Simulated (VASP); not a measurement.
# A VASP study of ZrTiGe2 (vdW-DF2): structure first, properties next, part 2 of 6

Wanted: the relaxed cell of ZrTiGe2 and its properties. The cell is invented: it takes the structure of a Materials Project entry for ZrTiC2 (space group 166 there), with some of its atoms replaced by other elements, volume scaled by an estimate. It may not be a known or stable phase.

VASP 6.6.1, plane waves and PAW; the level of theory is named at each step.

So far. Step 2 (First try): The fault in the input: tetrahedra on too few k points (ISMEAR = -5 and k-mesh = [1, 1, 1]). Use more k-points.

**3. Rough relaxation of the start cell (continued)**

Level of this step: vdW-DF2; plane waves and PAW (Zr_sv, Ge_d, Ti_sv); invented cell (VASP).

From OUTCAR (step 3):

```text
ion  position               nearest neighbor table
   1  0.000  0.000  0.000-   3 2.58   2 2.58   3 2.58   3 2.58   2 2.58   2 2.58
   2  0.244  0.244  0.244-   4 2.46   4 2.46   4 2.46   1 2.58   1 2.58   1 2.58
   3  0.756  0.756  0.756-   4 2.46   4 2.46   4 2.46   1 2.58   1 2.58   1 2.58
   4  0.500  0.500  0.500-   2 2.46   3 2.46   2 2.46   2 2.46   3 2.46   3 2.46

  LATTYP: Found a trigonal (rhomboedric) cell.
 ALAT       =     6.1435227120
 COS(alpha) =     0.8309253214

 Subroutine GETGRP returns: Found 12 space group operations
 (whereof 12 operations were pure point group operations)

The static configuration has the point symmetry D_3d.

 Found     19 irreducible k-points:

   k-points           NKPTS =     19   k-points in BZ     NKDIM =     19   number of bands    NBANDS=     32

   dimension x,y,z NGX =    30 NGY =   30 NGZ =   30
   dimension x,y,z NGXF=    60 NGYF=   60 NGZF=   60

   ENCUT  =  410.0 eV  30.13 Ry    5.49 a.u.  10.14 10.14 10.14*2*pi/ulx,y,z

   NELECT =      52.0000    total number of electrons

 k-points in reciprocal lattice and weights: Automatic mesh
   0.00000000  0.00000000  0.00000000       0.008
   0.20000000  0.00000000 -0.00000000       0.048
   0.40000000 -0.00000000  0.00000000       0.048
   0.20000000  0.20000000 -0.00000000       0.048
   0.40000000  0.20000000  0.00000000       0.096
  -0.40000000  0.20000000  0.00000000       0.096
  -0.20000000  0.20000000  0.00000000       0.048
   0.40000000  0.40000000  0.00000000       0.048
  -0.40000000  0.40000000  0.00000000       0.048
[...]
0.40000000  0.40000000  0.40000000       0.016
  -0.40000000  0.40000000  0.40000000       0.048

 average (electrostatic) potential at core
       1 -77.5845       2 -71.4118       3 -71.4118       4 -74.3304

 E-fermi :   7.2239

 k-point     1 :       0.0000    0.0000    0.0000
  band No.  band energies     occupation
    ...
     19      -2.9490      2.00000
     20      -0.5193      2.00000
     21       2.8142      2.00000
     22       5.2078      2.00000
     23       5.2078      2.00000
     24       7.3193      0.00702
     25       7.3193      0.00702
     26       7.5441      0.00000
     27       7.7981      0.00000
     28       7.7981      0.00000
    ...

 k-point     2 :       0.2000    0.0000   -0.0000
  band No.  band energies     occupation
    ...
     22       5.0424      2.00000
     23       5.4102      2.00000
     24       5.9143      2.00000
     25       6.6237      2.00000
     26       6.7933      2.00000
     27       7.6071      0.00000
     28       7.9743      0.00000
     29       8.6728      0.00000
     30       8.7466      0.00000
     31       9.2946      0.00000
    ...

 k-point     3 :       0.4000   -0.0000    0.0000
  band No.  band energies     occupation
    ...
     22       4.1179      2.00000
     23       4.8192      2.00000
     24       5.6351      2.00000
     25       5.7249      2.00000
     26       6.1436      2.00000
     27       7.8603      0.00000
     28       8.3134      0.00000
     29       8.3549      0.00000
     30       8.8303      0.00000
     31       9.2872      0.00000
    ...

Total vdW correction in eV:      8.1029982

  Total        0.0084713      0.0084713     -0.0781715      0.0000000     -0.0000000      0.0000000
  in kB        0.1661744      0.1661743     -1.5334225      0.0000000     -0.0000001      0.0000000
  external PRESSURE =      -0.4003579 kB  Pullay stress =       0.0000000 kB

  energy-cutoff  :      410.00
  volume of cell :       81.68
      direct lattice vectors                 reciprocal lattice vectors
     1.957695497  1.130276284  6.151996784     0.255402334  0.147456623  0.054182941
    -1.957695497  1.130276284  6.151996784    -0.255402334  0.147456623  0.054182941
     0.000000000 -2.260551407  6.151996772     0.000000000 -0.294913246  0.054182968

 POSITION                                       TOTAL-FORCE (eV/Angst)
 -----------------------------------------------------------------------------------
      0.00000      0.00000      0.00000        -0.000000     -0.000000     -0.000000
      0.00000      0.00000      4.51245        -0.000000     -0.000000     -0.030066
      0.00000      0.00000     13.94354         0.000000      0.000000      0.030066
      0.00000      0.00000      9.22800         0.000000     -0.000000     -0.000000
 -----------------------------------------------------------------------------------
    total drift:                                0.000000     -0.000000     -0.000000

  FREE ENERGIE OF THE ION-ELECTRON SYSTEM (eV)
  ---------------------------------------------------
  free  energy   TOTEN  =       -13.0504636601 eV

  energy  without entropy=      -13.0484815641  energy(sigma->0) =      -13.04947261

Total vdW correction in eV:      8.1030008

 reached required accuracy - stopping structural energy minimisation

 total charge
# of ion       s       p       d       tot
------------------------------------------
    1        2.142   5.960   1.634   9.736
    2        1.161   1.347   9.993  12.501
    3        1.161   1.347   9.993  12.501
    4        2.147   6.086   1.953  10.187
--------------------------------------------------
tot          6.611  14.741  23.573  44.925

[... 3 further parts left out ...]
```

CONTCAR:

```
ZrTiGe2
   1.00000000000000
     1.9576954973499743    1.1302762835825859    6.1519967835582934
    -1.9576954973499743    1.1302762835825859    6.1519967835582934
     0.0000000000000000   -2.2605514065845536    6.1519967723984470
  Zr              Ge              Ti
     1     2     1
Direct
     0.0000000000000000    0.0000000000000000    0.0000000000000000
     0.2444977868299838    0.2444977868299838    0.2444977868641845
     0.7555022131700161    0.7555022131700161    0.7555022131358157
     0.5000000000000000    0.5000000000000000    0.5000000000000000
```

The k-mesh is coarse for a metal. This relaxation is a rough one on cheap settings, only to bring the start near its minimum. The PAW data sets were made with PBE, which is usual practice but a small mismatch for other functionals. After so large a change of volume the plane waves of the start cell no longer fit, so the final stress carries a basis-set error. The run keeps the 12 symmetry operations of its start, so it cannot find a distortion of lower symmetry.

Step by step:

```
step  energy less that of the first step (eV)  largest force (eV/Å)  pressure (GPa)  volume (Å³)
   1                                   0.0000                0.3398           36.93        63.96
   2                                  -0.3661                0.4212          -15.19       104.50
   3                                  -1.6010                0.1441           -0.97        82.29
   4                                  -1.6559                0.1107           -0.06        81.64
   5                                  -1.6555                0.0999            0.47        81.25
   6                                  -1.6594                0.0446            0.35        81.27
   7                                  -1.6614                0.0025            0.33        81.29
   8                                  -1.6627                0.0748            0.32        81.31
   9                                  -1.6628                0.0535            0.34        81.30
  10                                  -1.6628                0.0143           -0.47        81.95
  11                                  -1.6632                0.0405           -0.03        81.64
  12                                  -1.6632                0.0301           -0.04        81.68
```

```csv
"conventional cell, symmetrised",before,after,change
a (Å),3.572,3.915,+9.6 %
b (Å),3.572,3.915,+9.6 %
c (Å),17.361,18.456,+6.3 %
volume (Å³/atom),15.99,20.42,+27.7 %
```

Final coordinates:

```xyz
4
Lattice="1.9577 1.1303 6.1520 -1.9577 1.1303 6.1520 0.0000 -2.2606 6.1520" Properties=species:S:1:pos:R:3 pbc="T T T"
Zr    0.0000    0.0000    0.0000
Ge    0.0000    0.0000    4.5124
Ge    0.0000    0.0000   13.9435
Ti    0.0000    0.0000    9.2280
```

This step gave:

```
electrons                       : 52
bands                           : 32
irreducible k-points            : 19
symmetry operations             : 12
free energy (TOTEN)             : -13.05 eV
energy at zero smearing         : -13.05 eV
Fermi energy                    : 7.224 eV
pressure                        : -0.04004 GPa
metallic                        : yes
SCF cycles over all ionic steps : 266
```

It ends with a largest force of 0.030 eV/Å and a pressure of -0.04 GPa.

**4. Full relaxation (vdW-DF2)**

Properties are meant for the cell that this level of theory prefers, so cell and atoms are relaxed first (ISIF = 3) until forces and stress are small; EDIFFG sets the threshold.

INCAR

```
SYSTEM = ZrTiGe2
PREC = Accurate
ENCUT = 410
EDIFF = 1E-06
NELM = 100
ISMEAR = 0
SIGMA = 0.05
LREAL = .FALSE.
ALGO = Normal
GGA = ML
AGGAC = 0
LUSE_VDW = .TRUE.
ZAB_VDW = -1.8867
LASPH = .TRUE.
NBANDS = 32
LORBIT = 11
LWAVE = .FALSE.
LCHARG = .FALSE.
KPAR = 2
IBRION = 2
NSW = 60
ISIF = 3
EDIFFG = -0.01
```

POSCAR

```
ZrTiGe2
1.0
    1.9576954973      1.1302762836      6.1519967836
   -1.9576954973      1.1302762836      6.1519967836
    0.0000000000     -2.2605514066      6.1519967724
Zr Ge Ti
1 2 1
Direct
    0.0000000000      0.0000000000      0.0000000000
    0.2444977868      0.2444977868      0.2444977869
    0.7555022132      0.7555022132      0.7555022131
    0.5000000000      0.5000000000      0.5000000000
```

KPOINTS

```
Automatic mesh
0
Gamma
7 7 7
0 0 0
```

The projector-augmented-wave data sets are Zr_sv, Ge_d and Ti_sv (PBE family, release 64).

Command:

```sh
> mpirun -np 2 vasp_std
```

Log:

```text
[banner, memory and clock lines left out]
running    2 mpi-ranks, on    1 nodes
 distrk:  each k-point on    1 cores,    2 groups
 distr:  one band on    1 cores,    1 groups

 POSCAR found type information on POSCAR ZrGeTi
 POSCAR found :  3 types and       4 ions
 [... a notice as in an earlier step ...]

 [... a notice as in an earlier step ...]

 LDA part: xc-table for (Slater+PW92), standard interpolation
 POSCAR, INCAR and KPOINTS ok, starting setup
 FFT: planning ... GRIDC
 FFT: planning ... GRID_SOFT
 FFT: planning ... GRID
 WAVECAR not read
 entering main loop
       N       E                     dE             d eps       ncg     rms          rms(c)
DAV:   1     0.566574719180E+03    0.56657E+03   -0.23433E+04  3416   0.326E+03
DAV:   2     0.749145504315E+02   -0.49166E+03   -0.48049E+03  2872   0.796E+02
DAV:   3    -0.981055557455E+01   -0.84725E+02   -0.83961E+02  3968   0.210E+02
DAV:   4    -0.164499439603E+02   -0.66394E+01   -0.66075E+01  4056   0.586E+01
DAV:   5    -0.167590804221E+02   -0.30914E+00   -0.30909E+00  3976   0.109E+01    0.153E+01
DAV:   6    -0.147946368611E+02    0.19644E+01   -0.42992E+01  3928   0.531E+01    0.131E+01
DAV:   7    -0.137611051874E+02    0.10335E+01   -0.39719E+01  3784   0.267E+01    0.599E+00
DAV:   8    -0.132477671887E+02    0.51334E+00   -0.30265E+00  3528   0.788E+00    0.356E+00
DAV:   9    -0.130931818810E+02    0.15459E+00   -0.12470E+00  4064   0.445E+00    0.956E-01
DAV:  10    -0.131188491088E+02   -0.25667E-01   -0.10229E-01  3944   0.171E+00    0.866E-01
DAV:  11    -0.131088247161E+02    0.10024E-01   -0.58487E-02  3720   0.110E+00    0.135E-01
DAV:  12    -0.131090061166E+02   -0.18140E-03   -0.14422E-03  3832   0.238E-01    0.517E-02
DAV:  13    -0.131090330386E+02   -0.26922E-04   -0.34583E-04  4272   0.838E-02    0.371E-02
DAV:  14    -0.131090210889E+02    0.11950E-04   -0.22843E-04  3616   0.760E-02    0.124E-02
DAV:  15    -0.131090218889E+02   -0.80006E-06   -0.14886E-05  3160   0.239E-02    0.273E-03
DAV:  16    -0.131090229294E+02   -0.10405E-05   -0.12516E-06  2552   0.639E-03    0.142E-03
DAV:  17    -0.131090233999E+02   -0.47049E-06   -0.90081E-07  2360   0.525E-03
   1 F= -.13109023E+02 E0= -.13108433E+02  d E =-.131090E+02
 curvature:   0.00 expect dE= 0.000E+00 dE for cont linesearch  0.000E+00
 trial: gam= 0.00000 g(F)=  0.201E-04 g(S)=  0.116E-02 ort = 0.000E+00 (trialstep = 0.100E+01)
 search vector abs. value=  0.118E-02
 bond charge predicted
       N       E                     dE             d eps       ncg     rms          rms(c)
DAV:   1    -0.131177284351E+02   -0.87055E-02   -0.23482E-01  3224   0.509E+00    0.665E-01
DAV:   2    -0.131140157667E+02    0.37127E-02   -0.47545E-02  3680   0.186E+00    0.415E-01
DAV:   3    -0.131115767925E+02    0.24390E-02   -0.30143E-02  3904   0.812E-01    0.314E-01
DAV:   4    -0.131097836527E+02    0.17931E-02   -0.62482E-03  4296   0.657E-01    0.905E-02
DAV:   5    -0.131097962659E+02   -0.12613E-04   -0.74799E-04  4016   0.193E-01    0.437E-02
DAV:   6    -0.131097953346E+02    0.93127E-06   -0.83395E-05  4472   0.682E-02    0.298E-02
DAV:   7    -0.131097950195E+02    0.31515E-06   -0.20784E-05  3760   0.391E-02    0.855E-03
DAV:   8    -0.131097944800E+02    0.53949E-06   -0.22392E-06  2704   0.155E-02
   2 F= -.13109794E+02 E0= -.13109237E+02  d E =-.771080E-03
[...]
3 F= -.13109874E+02 E0= -.13109336E+02  d E =-.850507E-03
 curvature:  -0.72 expect dE=-0.391E-03 dE for cont linesearch -0.367E-05
 trial: gam= 0.39136 g(F)=  0.313E-05 g(S)=  0.537E-03 ort = 0.775E-04 (trialstep = 0.111E+01)
 search vector abs. value=  0.782E-03
 bond charge predicted
       N       E                     dE             d eps       ncg     rms          rms(c)
DAV:   1    -0.131170138769E+02   -0.71398E-02   -0.19235E-01  3424   0.457E+00    0.621E-01
DAV:   2    -0.131145228526E+02    0.24910E-02   -0.49938E-02  3672   0.174E+00    0.415E-01
DAV:   3    -0.131116568338E+02    0.28660E-02   -0.28740E-02  3824   0.781E-01    0.272E-01
DAV:   4    -0.131103089622E+02    0.13479E-02   -0.44859E-03  4208   0.588E-01    0.812E-02
DAV:   5    -0.131103059287E+02    0.30335E-05   -0.61843E-04  3824   0.167E-01    0.404E-02
DAV:   6    -0.131103052033E+02    0.72543E-06   -0.65066E-05  4344   0.632E-02    0.258E-02
DAV:   7    -0.131103056279E+02   -0.42463E-06   -0.19367E-05  3696   0.354E-02    0.676E-03
DAV:   8    -0.131103062957E+02   -0.66774E-06   -0.20014E-06  2472   0.154E-02
   4 F= -.13110306E+02 E0= -.13109801E+02  d E =-.432389E-03
 trial-energy change:   -0.000432  1 .order   -0.000372   -0.000632   -0.000111
 step:   1.2399(harm=  1.3434)  dis= 0.00068  next Energy=   -13.110313 (dE=-0.439E-03)
 reached required accuracy - stopping structural energy minimisation
```

Wall time 7.7 min (2 MPI ranks of AMD EPYC 9R45, shared host); peak memory 1.8 GiB.

From OUTCAR (step 4):

```text
  LATTYP: Found a trigonal (rhomboedric) cell.
 ALAT       =     6.5541712339
 COS(alpha) =     0.8215630824

The static configuration has the point symmetry D_3d.

 Found     44 irreducible k-points:

   k-points           NKPTS =     44   k-points in BZ     NKDIM =     44   number of bands    NBANDS=     32

   dimension x,y,z NGX =    48 NGY =   48 NGZ =   48
   dimension x,y,z NGXF=    96 NGYF=   96 NGZF=   96

   ENCUT  =  410.0 eV  30.13 Ry    5.49 a.u.  10.82 10.82 10.82*2*pi/ulx,y,z

   NELECT =      52.0000    total number of electrons

 E-fermi :   7.2744

 k-point     1 :       0.0000    0.0000    0.0000
  band No.  band energies     occupation
    ...
     19      -2.9435      2.00000
     20      -0.5371      2.00000
     21       2.8051      2.00000
     22       5.2583      2.00000
     23       5.2583      2.00000
     24       7.3549      0.02283
     25       7.3549      0.02282
     26       7.5279      0.00000
     27       7.8091      0.00000
     28       7.8091      0.00000
    ...

 k-point     2 :       0.1429   -0.0000   -0.0000
  band No.  band energies     occupation
    ...
     22       5.1726      2.00000
     23       5.3690      2.00000
     24       6.5927      2.00000
     25       6.9711      2.00000
     26       7.0635      2.00000
     27       7.5649      0.00000
     28       7.8666      0.00000
     29       8.7323      0.00000
     30       8.7909      0.00000
     31       9.4212      0.00000
    ...

Total vdW correction in eV:      8.1001081

  Total        0.0084269      0.0084269      0.0367951      0.0000000      0.0000000      0.0000000
  in kB        0.1656246      0.1656246      0.7231805      0.0000000      0.0000000      0.0000000
  external PRESSURE =       0.3514765 kB  Pullay stress =       0.0000000 kB

  energy-cutoff  :      410.00
  volume of cell :       81.52
      direct lattice vectors                 reciprocal lattice vectors
     1.950002415  1.125834683  6.188607723     0.256409939  0.148038363  0.053862402
    -1.950002415  1.125834683  6.188607723    -0.256409939  0.148038363  0.053862402
     0.000000000 -2.251668202  6.188607711     0.000000000 -0.296076727  0.053862430

 POSITION                                       TOTAL-FORCE (eV/Angst)
 -----------------------------------------------------------------------------------
      0.00000      0.00000     18.56582        -0.000000      0.000000      0.000000
      0.00000      0.00000      4.53762        -0.000000      0.000000      0.006279
      0.00000      0.00000     14.02821        -0.000000     -0.000000     -0.006279
      0.00000      0.00000      9.28291         0.000000      0.000000      0.000000
 -----------------------------------------------------------------------------------
    total drift:                                0.000000     -0.000000      0.000000

  FREE ENERGIE OF THE ION-ELECTRON SYSTEM (eV)
  ---------------------------------------------------
  free  energy   TOTEN  =       -13.1103062957 eV

  energy  without entropy=      -13.1092951823  energy(sigma->0) =      -13.10980074

Total vdW correction in eV:      8.1001344

 total charge
# of ion       s       p       d       tot
------------------------------------------
    1        2.144   5.960   1.632   9.736
    2        1.161   1.350   9.994  12.506
    3        1.161   1.350   9.994  12.506
    4        2.150   6.086   1.956  10.192
--------------------------------------------------
tot          6.616  14.747  23.577  44.940

[... 2 parts as in an earlier step ...]

[... 7 further parts left out ...]
```

CONTCAR:

```
ZrTiGe2
   1.00000000000000
     1.9500024149052793    1.1258346825893264    6.1886077234271095
    -1.9500024149052793    1.1258346825893264    6.1886077234271095
     0.0000000000000000   -2.2516682024823944    6.1886077109399551
  Zr              Ge              Ti
     1     2     1
Direct
     1.0000000000000000    1.0000000000000000    1.0000000000000000
     0.2444069505041076    0.2444069505041076    0.2444069506041677
     0.7555930494958923    0.7555930494958923    0.7555930493958324
     0.5000000000000000    0.5000000000000000    0.5000000000000000
```

Step by step:

```csv
step,energy less that of the first step (eV),largest force (eV/Å),pressure (GPa),volume (Å³)
1,0.0000,0.0144,-0.17,81.68
2,-0.0008,0.0088,0.12,81.43
3,-0.0009,0.0057,0.20,81.29
4,-0.0013,0.0063,0.04,81.52
```

```
conventional cell, symmetrised  before   after  change
                         a (Å)   3.915   3.900  -0.4 %
                         b (Å)   3.915   3.900  -0.4 %
                         c (Å)  18.456  18.566  +0.6 %
              volume (Å³/atom)   20.42   20.38  -0.2 %
```

Final coordinates:

```cif
data_structure
_symmetry_space_group_name_H-M 'P 1'
_symmetry_Int_Tables_number 1
_cell_length_a 6.5855
_cell_length_b 6.5855
_cell_length_c 6.5855
_cell_angle_alpha 34.448
_cell_angle_beta 34.448
_cell_angle_gamma 34.448
_cell_volume 81.52
loop_
_atom_site_label
_atom_site_type_symbol
_atom_site_fract_x
_atom_site_fract_y
_atom_site_fract_z
_atom_site_occupancy
Zr1 Zr 0.00000 0.00000 0.00000 1
Ge2 Ge 0.24441 0.24441 0.24441 1
Ge3 Ge 0.75559 0.75559 0.75559 1
Ti4 Ti 0.50000 0.50000 0.50000 1
```

This step gave:

```yaml
irreducible_k_points: 44
free_energy_toten: -13.11 eV
energy_at_zero_smearing: -13.11 eV
fermi_energy: 7.274 eV
pressure: 0.03515 GPa
scf_cycles_over_all_ionic_steps: 40
```

It ends with a largest force of 0.006 eV/Å and a pressure of 0.04 GPa.

(Part 2 of 6 ends here.)

[Lines on the potential files, build, host, timing and source positions are cut from VASP's logs without a mark.]

[Logs are printed without paths, hosts, clocks, repeated set-up lines and the standing remarks that a program may print on its own settings, such as how far it seeks lower states.]

[Hosts, paths, dates, database ids (printed as entryN), source tags and the programs' standing remarks are cut or masked in the printed files.]

[A measured line is paired with the nearest computed mode of its activity, which favours agreement.]
